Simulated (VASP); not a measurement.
Output of a VASP run:

### OSZICAR
```
       N       E                     dE             d eps       ncg     rms          rms(c)
DAV:   1     0.398605654911E+03    0.39861E+03   -0.20689E+04   872   0.251E+03
DAV:   2     0.286599561831E+02   -0.36995E+03   -0.36362E+03   960   0.564E+02
DAV:   3    -0.244281278185E+02   -0.53088E+02   -0.52572E+02  1032   0.190E+02
DAV:   4    -0.264717159816E+02   -0.20436E+01   -0.20417E+01   992   0.424E+01
DAV:   5    -0.265317723084E+02   -0.60056E-01   -0.60050E-01  1128   0.711E+00    0.117E+01
DAV:   6    -0.227745658827E+02    0.37572E+01   -0.27050E+01  1424   0.538E+01    0.495E+00
DAV:   7    -0.227345354631E+02    0.40030E-01   -0.25857E+00  1024   0.102E+01    0.257E+00
DAV:   8    -0.227369441157E+02   -0.24087E-02   -0.61496E-01  1192   0.542E+00    0.105E+00
DAV:   9    -0.227141631320E+02    0.22781E-01   -0.17915E-01  1360   0.372E+00    0.272E-01
DAV:  10    -0.227168896364E+02   -0.27265E-02   -0.23015E-02  1264   0.125E+00    0.247E-01
DAV:  11    -0.227155288102E+02    0.13608E-02   -0.85318E-03  1368   0.788E-01    0.271E-02
DAV:  12    -0.227156169231E+02   -0.88113E-04   -0.77143E-04   920   0.173E-01    0.425E-02
DAV:  13    -0.227156112906E+02    0.56325E-05   -0.88492E-05  1312   0.101E-01    0.670E-03
DAV:  14    -0.227156108790E+02    0.41158E-06   -0.64296E-06  1016   0.221E-02
   1 F= -.22715611E+02 E0= -.22715611E+02  d E =-.318498E-15
```

### OUTCAR
```
------------------------ aborting loop because EDIFF is reached ----------------------------------------
  FORCE on cell =-STRESS in cart. coord.  units (eV):
  Direction    XX          YY          ZZ          XY          YZ          ZX
  --------------------------------------------------------------------------------------
  Total       -0.4127117     -0.4127117     -0.3981360      0.0000000     -0.0000000      0.0000000
  in kB       -8.9154711     -8.9154711     -8.6006042      0.0000000     -0.0000000      0.0000000
  external PRESSURE =      -8.8105155 kB  Pullay stress =       0.0000000 kB
  volume of cell :       74.17
      direct lattice vectors                 reciprocal lattice vectors
     3.876000000  0.000000000  0.000000000     0.257997936  0.000000000  0.000000000
     0.000000000  3.876000000  0.000000000     0.000000000  0.257997936  0.000000000
     0.000000000  0.000000000  4.936800000     0.000000000  0.000000000  0.202560363
 POSITION                                       TOTAL-FORCE (eV/Angst)
 -----------------------------------------------------------------------------------
      1.93800      0.00000      3.76184         0.000000     -0.000000      0.318321
      0.00000      1.93800      1.17496        -0.000000     -0.000000     -0.318321
      1.93800      1.93800      0.00000        -0.000000     -0.000000     -0.000000
      0.00000      0.00000      0.00000        -0.000000      0.000000     -0.000000
 -----------------------------------------------------------------------------------
    total drift:                                0.000000      0.000000     -0.000000
  FREE ENERGIE OF THE ION-ELECTRON SYSTEM (eV)
  ---------------------------------------------------
  free  energy   TOTEN  =       -22.7156108790 eV

  energy  without entropy=      -22.7156108790  energy(sigma->0) =      -22.71561088
```
(Selected blocks of OUTCAR.)

POSCAR:
```
SnO
1
    3.8760000000     0.0000000000     0.0000000000
    0.0000000000     3.8760000000     0.0000000000
    0.0000000000     0.0000000000     4.9368000000
Sn O
2 2
Direct
  0.5000000000   0.0000000000   0.7620000000
  0.0000000000   0.5000000000   0.2380000000
  0.5000000000   0.5000000000   0.0000000000
  0.0000000000   0.0000000000   0.0000000000
```

### Question
Reconstruct the remaining input files.

### Answer
Several could match; the one computed here: the input of the run itself, PBE GGA, plane waves, VASP's PBE PAW potentials (set 64).

### INCAR
```
ADDGRID=T
ALGO=Normal
EDIFF=1E-6
ENCUT=520
GGA=PE
ISIF=2
ISMEAR=0
LASPH=T
LCHARG=F
LMAXMIX=4
LREAL=F
LWAVE=F
NELM=100
PREC=Accurate
SIGMA=0.05
SYSTEM=SnO
```

**KPOINTS**
```
Regular mesh
0
gamma
5 5 4
0 0 0
```

POTCAR, in this order: Sn_d O (PBE.64 set). Program: vasp_std.

The compound is SnO in the litharge structure. The cell was not relaxed at this level. The run is one of a series of settings (ADDGRID = .TRUE. against the base run), some of them coarse on purpose.
